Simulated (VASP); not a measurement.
Here is the system:

```
AlGaAs2
1.0
    0.00000     2.83620     2.83620
    2.83620     0.00000     2.83620
   11.33372    11.33372     0.01107
Ga As Al
2 4 2
Direct
  0.99976   0.99976   0.00018
  0.00026   0.00026   0.24981
  0.24996   0.24996   0.06253
  0.25023   0.25023   0.31232
  0.25023   0.25023   0.56232
  0.25006   0.25006   0.81245
  0.99992   0.99992   0.50006
  0.99957   0.99957   0.75033
```

All values below come from PBEsol GGA, VASP's PBE PAW potentials (set 64) (plane waves; VASP). Settings: 400 eV cut-off, Gaussian smearing of 0.050 eV, potentials Ga_d As Al.

Task: Give the energies of bands 17 to 30 at the high-symmetry points, in eV from the valence-band maximum.

Result: 
```tsv
band	Γ	T	H2	L	S0	F
17	-3.79	-1.96	-5.37	-5.63	-5.37	-5.51
18	-1.05	-1.51	-5.33	-5.48	-5.33	-5.43
19	-1.05	-0.99	-3.79	-2.94	-3.81	-3.04
20	-0.67	-0.99	-3.75	-2.89	-3.67	-3.03
21	-0.67	-0.87	-3.54	-2.33	-3.65	-2.47
22	-0.60	-0.87	-3.47	-2.29	-3.44	-2.46
23	-0.60	-0.37	-2.17	-2.08	-2.25	-1.88
24	-0.03	-0.37	-2.16	-1.90	-2.03	-1.86
25	0.00	-0.10	-1.90	-1.36	-2.02	-1.02
26	0.00	-0.10	-1.87	-1.26	-1.80	-1.01
27	0.93	1.24	2.28	1.55	2.21	1.27
28	1.23	1.50	2.55	1.77	2.80	1.40
29	2.09	2.07	3.28	2.16	2.86	1.82
30	2.12	2.42	3.38	2.45	3.68	2.30
```

The gap is direct, 0.93 eV, from the valence maximum at Γ to the conduction minimum at Γ.

The structure was generated: Al2Ga2As4 was put into an ordered model structure (R3m), which need not be its known phase. It was relaxed first.
